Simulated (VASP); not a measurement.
Output of a VASP run:

OSZICAR:
```
       N       E                     dE             d eps       ncg     rms          rms(c)
DAV:   1     0.821392556067E+02    0.82139E+02   -0.87576E+03  1238   0.166E+03
DAV:   2     0.326038252372E+01   -0.78879E+02   -0.76515E+02  1337   0.311E+02
DAV:   3    -0.256538476998E+01   -0.58258E+01   -0.57963E+01  1542   0.731E+01
DAV:   4    -0.266714993760E+01   -0.10177E+00   -0.10173E+00  1393   0.108E+01
DAV:   5    -0.267003277356E+01   -0.28828E-02   -0.28828E-02  1570   0.162E+00    0.273E+00
DAV:   6    -0.262383921619E+01    0.46194E-01   -0.67599E-02  1620   0.433E+00    0.162E+00
DAV:   7    -0.260748970242E+01    0.16350E-01   -0.46437E-02  1425   0.187E+00    0.294E-01
DAV:   8    -0.260762049619E+01   -0.13079E-03   -0.40765E-03  1571   0.895E-01    0.696E-02
DAV:   9    -0.260780774476E+01   -0.18725E-03   -0.39973E-04  1303   0.220E-01    0.264E-02
DAV:  10    -0.260782626530E+01   -0.18521E-04   -0.26075E-05  1412   0.403E-02    0.730E-03
DAV:  11    -0.260783180910E+01   -0.55438E-05   -0.68409E-06  1227   0.260E-02    0.430E-03
DAV:  12    -0.260783210541E+01   -0.29631E-06   -0.40565E-07  1487   0.566E-03    0.674E-04
DAV:  13    -0.260783200804E+01    0.97378E-07   -0.36659E-08   866   0.244E-03
   1 F= -.26078320E+01 E0= -.26078978E+01  d E =0.197505E-03
```

OUTCAR:
```
------------------------ aborting loop because EDIFF is reached ----------------------------------------
  FORCE on cell =-STRESS in cart. coord.  units (eV):
  Direction    XX          YY          ZZ          XY          YZ          ZX
  --------------------------------------------------------------------------------------
  Total       -0.5010116     -0.5010116     -0.5010116      0.0000000     -0.0000000     -0.0000000
  in kB      -13.2282311    -13.2282311    -13.2282311      0.0000000     -0.0000000     -0.0000000
  external PRESSURE =     -13.2282311 kB  Pullay stress =       0.0000000 kB
  volume of cell :       60.68
      direct lattice vectors                 reciprocal lattice vectors
     0.000000000  3.118953196  3.118953196    -0.160310197  0.160310197  0.160310197
     3.118953196  0.000000000  3.118953196     0.160310197 -0.160310197  0.160310197
     3.118953196  3.118953196  0.000000000     0.160310197  0.160310197 -0.160310197
  FREE ENERGIE OF THE ION-ELECTRON SYSTEM (eV)
  ---------------------------------------------------
  free  energy   TOTEN  =        -2.6078320080 eV

  energy  without entropy=       -2.6080295134  energy(sigma->0) =       -2.60789784
```
(Selected blocks of OUTCAR.)

**POSCAR**
```
GaSb
1
    0.0000000000     3.1189531960     3.1189531960
    3.1189531960     0.0000000000     3.1189531960
    3.1189531960     3.1189531960     0.0000000000
Ga Sb
1 1
Direct
  0.0000000000   0.0000000000   0.0000000000
  0.2500000000   0.2500000000   0.2500000000
```

Q: Reconstruct the remaining input files.

A: Several could match; the one computed here: the input of the run itself, rev-vdW-DF2, plane waves, VASP's PBE PAW potentials (set 64).

**INCAR**
```
LWAVE=.FALSE.
LREAL=.FALSE.
ENCUT=520   ! plane-wave cut-off (eV)
PREC=Accurate
PARAM1=0.1234568
ALGO=Normal
LCHARG=.FALSE.
SYSTEM=GaSb
AGGAC=0.0
GGA=MK
ISMEAR=1
PARAM2=0.7114
LASPH=.TRUE.   ! aspherical one-centre terms
ZAB_VDW=-1.8867
NELM=100   ! most electronic steps
LUSE_VDW=.TRUE.
EDIFF=1E-7   ! SCF stop (eV)
LMAXMIX=4   ! l cut-off of mixed one-centre charges
SIGMA=0.1   ! width (eV)
ISIF=2
```

**KPOINTS**
```
Automatic mesh
0
Gamma
10 10 10
0 0 0
```

POTCAR, in this order: Ga_d Sb (PBE.64 set). Program: vasp_std.

The compound is GaSb in the zinc blende structure. This cell is one point of a volume scan, at 1.03 of the reference volume.
